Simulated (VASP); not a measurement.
An input for Quantum ESPRESSO's pw.x (written as the equivalent of a VASP run, and not itself run):

```
&CONTROL
  calculation = 'vc-relax'
  pseudo_dir = './pseudo'
  outdir = './out'
  tprnfor = .true.
  tstress = .true.
  nstep = 60
  forc_conv_thr = 0.00078
/
&SYSTEM
  ibrav = 0
  nat = 9
  ntyp = 2
  ecutwfc = 84
  occupations = 'smearing'
  smearing = 'gaussian'
  degauss = 0.003675
  input_dft = 'pbesol'
/
&ELECTRONS
  conv_thr = 7.3e-08
  electron_maxstep = 100
/
&IONS
/
&CELL
/
ATOMIC_SPECIES
  Si 28.085 Si.upf
  O 15.999 O.upf
CELL_PARAMETERS angstrom
     3.9940296    2.3059537    2.6290562
    -3.9940296    2.3059537    2.6290562
     0.0000000   -4.6119084    2.6290562
ATOMIC_POSITIONS crystal
  Si   0.7153982  0.2846018  0.5000000
  Si   0.5000000  0.7153982  0.2846018
  Si   0.2846018  0.5000000  0.7153982
  O    0.3087903  0.6912097  0.5000000
  O    0.5000000  0.3087903  0.6912097
  O    0.6912097  0.5000000  0.3087903
  O    0.0000000  0.3330478  0.6669522
  O    0.6669522  1.0000000  0.3330478
  O    0.3330478  0.6669522  0.0000000
K_POINTS automatic
  4 4 4 0 0 0
```

Q: Write the VASP files for the same calculation (PBEsol).

A: Several could match; the one computed here: 
INCAR:
```
# general
SYSTEM = SiO2
PREC   = Accurate
ENCUT  = 520   # plane-wave cut-off (eV)
LREAL  = F   # projection in real space or not
LASPH  = T   # aspherical one-centre terms

# electronic loop
EDIFF  = 1E-6
NELM   = 100   # most electronic steps
ALGO   = Normal   # blocked Davidson

# smearing
ISMEAR = 0
SIGMA  = 0.05   # width (eV)

# functional
GGA    = PS   # PBEsol

# ions
IBRION = 2
NSW    = 60
ISIF   = 3   # ions, shape and volume
EDIFFG = -0.02   # ionic stop

# output
LWAVE  = F
LCHARG = F
```

### KPOINTS
```
Automatic mesh
0
Gamma
4 4 4
0 0 0
```

File POSCAR:
```
SiO2
1
    3.9940296375     2.3059536725     2.6290561959
   -3.9940296375     2.3059536725     2.6290561959
    0.0000000000    -4.6119083543     2.6290562001
Si O
3 6
Direct
  0.7153981926   0.2846018074   0.5000000000
  0.5000000000   0.7153981926   0.2846018074
  0.2846018074   0.5000000000   0.7153981926
  0.3087902771   0.6912097229   0.5000000000
  0.5000000000   0.3087902771   0.6912097229
  0.6912097229   0.5000000000   0.3087902771
  0.0000000000   0.3330478152   0.6669521848
  0.6669521848   1.0000000000   0.3330478152
  0.3330478152   0.6669521848   0.0000000000
```

POTCAR, in this order: Si O (PBE.64 set). Program: vasp_std.

What does not carry over: the potentials are each code's own (VASP's PAW set, PseudoDojo norm-conserving files in pw.x), so ENCUT and ecutwfc are chosen apart and not converted; conv_thr bounds pw.x's estimated SCF error, while EDIFF bounds the energy change between steps; forc_conv_thr acts on force components and is met together with etot_conv_thr.

The structure comes from a computed database's SiO2 entry (R32); how it stands against other phases isn't given here. This run relaxes it. Symmetry was kept, so distortions that lower it aren't found. The start is the result of an earlier pass.
